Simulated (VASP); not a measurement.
An input for Quantum ESPRESSO's pw.x (written as the equivalent of a VASP run, and not itself run):

```
&CONTROL
  calculation = 'vc-relax'
  pseudo_dir = './pseudo'
  outdir = './out'
  tprnfor = .true.
  tstress = .true.
  nstep = 40
  forc_conv_thr = 0.00078
/
&SYSTEM
  ibrav = 0
  nat = 5
  ntyp = 3
  ecutwfc = 62.5
  occupations = 'smearing'
  smearing = 'gaussian'
  degauss = 0.003675
  input_dft = 'pbesol'
/
&ELECTRONS
  conv_thr = 7.3e-08
  electron_maxstep = 100
/
&IONS
/
&CELL
/
ATOMIC_SPECIES
  Cs 132.905 Cs.upf
  Pb 207.200 Pb.upf
  Br 79.904 Br.upf
CELL_PARAMETERS angstrom
     5.8731068   -0.0000000   -0.0000000
     0.0000000    5.8731068   -0.0000000
     0.0000000   -0.0000000    5.8731068
ATOMIC_POSITIONS crystal
  Cs   0.0000000  0.0000000  0.0000000
  Pb   0.5000000  0.5000000  0.5000000
  Br   0.5000000  0.0000000  0.5000000
  Br   0.0000000  0.5000000  0.5000000
  Br   0.5000000  0.5000000  0.0000000
K_POINTS automatic
  4 4 4 0 0 0
```

Question: Translate this input to VASP (INCAR, KPOINTS, POSCAR, choice of POTCAR).

Answer: Several could match; the one computed here: 
File KPOINTS:
```
Automatic
0
G
 4 4 4
0 0 0
```

**POSCAR**
```
CsPbBr3
1
    5.8731067799    -0.0000000000    -0.0000000000
    0.0000000000     5.8731067799    -0.0000000000
    0.0000000000    -0.0000000000     5.8731067799
Cs Pb Br
1 1 3
Direct
  0.0000000000   0.0000000000   0.0000000000
  0.5000000000   0.5000000000   0.5000000000
  0.5000000000   0.0000000000   0.5000000000
  0.0000000000   0.5000000000   0.5000000000
  0.5000000000   0.5000000000   0.0000000000
```

### INCAR
```
SYSTEM = CsPbBr3
PREC = Accurate
ENCUT = 500
EDIFF = 1E-6
NELM = 100
ALGO = Normal
LREAL = .FALSE.
LASPH = .TRUE.
ISMEAR = 0
SIGMA = 0.05
GGA = PS
LMAXMIX = 4
LWAVE = .FALSE.
LCHARG = .FALSE.
IBRION = 2
ISIF = 3
NSW = 40
EDIFFG = -0.02
```

POTCAR, in this order: Cs_sv Pb_d Br (PBE.64 set). Program: vasp_std.

Limits of the translation: the potentials are each code's own (VASP's PAW set, PseudoDojo norm-conserving files in pw.x), so ENCUT and ecutwfc are chosen apart and not converted; conv_thr bounds pw.x's estimated SCF error, while EDIFF bounds the energy change between steps; forc_conv_thr acts on force components and is met together with etot_conv_thr.

The compound is CsPbBr3 in the cubic perovskite structure, the ideal cubic form; the compound distorts at low or room temperature. This run relaxes it. Symmetry was kept, so distortions that lower it aren't found.
